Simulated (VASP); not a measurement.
A cell of Ir (fcc) near equilibrium:

```
CELL_PARAMETERS angstrom
      0.00000     1.91661     1.91661
      1.91661     0.00000     1.91661
      1.91661     1.91661     0.00000
ATOMIC_POSITIONS crystal
  Ir 0.00000 0.00000 0.00000
```

These are PBEsol GGA, VASP's PBE PAW potentials (set 64) (plane waves; VASP) values and carry that method's errors.

```
run               ΔE (meV/atom)   σxx   σyy   σzz  largest shear component, with its sign (GPa)  largest force (eV/Å)
----------------  -------------  ----  ----  ----  --------------------------------------------  --------------------
as it is                    0.0  0.30  0.30  0.30                                          0.00                 0.000
after one change            3.3  3.05  3.05  6.93                                          0.00                 0.000
```
Stress is in GPa, positive when the cell is compressed.

Q: Name the change that produced these shifts.
A) uniaxial strain of -1.0 % along z
B) isotropic strain of -3.0 %
C) uniaxial strain of +0.5 % along x
D) biaxial strain of +0.5 % in the yz plane

A: A, uniaxial strain of -1.0 % along z

The compound is Ir in the fcc structure.
